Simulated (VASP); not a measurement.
OSZICAR of a VASP run on Rh (fcc):

**OSZICAR**
```
       N       E                     dE             d eps       ncg     rms          rms(c)
DAV:   1     0.958826279730E+02    0.95883E+02   -0.82636E+03  2656   0.119E+03
DAV:   2    -0.649159551892E+01   -0.10237E+03   -0.97745E+02  2745   0.341E+02
DAV:   3    -0.774551146428E+01   -0.12539E+01   -0.12492E+01  3042   0.433E+01
DAV:   4    -0.775332308250E+01   -0.78116E-02   -0.78109E-02  2873   0.354E+00
DAV:   5    -0.775344868253E+01   -0.12560E-03   -0.12560E-03  3006   0.417E-01    0.878E+00
DAV:   6    -0.755228293635E+01    0.20117E+00   -0.90068E-02  2796   0.446E+00    0.638E+00
DAV:   7    -0.723729618444E+01    0.31499E+00   -0.86283E-01  2757   0.136E+01    0.104E+00
DAV:   8    -0.723872554446E+01   -0.14294E-02   -0.46889E-03  2904   0.974E-01    0.767E-01
DAV:   9    -0.724350208456E+01   -0.47765E-02   -0.12147E-02  2688   0.175E+00    0.130E-01
DAV:  10    -0.724324709483E+01    0.25499E-03   -0.15717E-04  3170   0.166E-01    0.112E-01
DAV:  11    -0.724305482047E+01    0.19227E-03   -0.27683E-04  2694   0.263E-01    0.223E-02
DAV:  12    -0.724305142404E+01    0.33964E-05   -0.37384E-06  3129   0.283E-02    0.127E-02
DAV:  13    -0.724306153678E+01   -0.10113E-04   -0.38170E-06  2760   0.298E-02    0.182E-02
DAV:  14    -0.724306078996E+01    0.74682E-06   -0.41883E-07  1392   0.988E-03
   1 F= -.72430608E+01 E0= -.72430281E+01  d E =-.981524E-04
```

### Question
Which electronic solver shows in the log?

### Answer
It is blocked Davidson (ALGO = Normal, or the opening steps of other solvers). The INCAR had ALGO = Normal.

### Question
Can the final energy be trusted as converged?

### Answer
The calculation finished and met its thresholds. It stopped with EDIFF = 1E-6, NELM = 100 (PBE GGA, plane waves, VASP's PBE PAW potentials (set 64)).

The compound is Rh in the fcc structure. The cell was not relaxed at this level. The run is one of a series of settings (AMIX = 0.2, BMIX = 3.0, IMIX = 4 against the base run), some of them coarse on purpose.
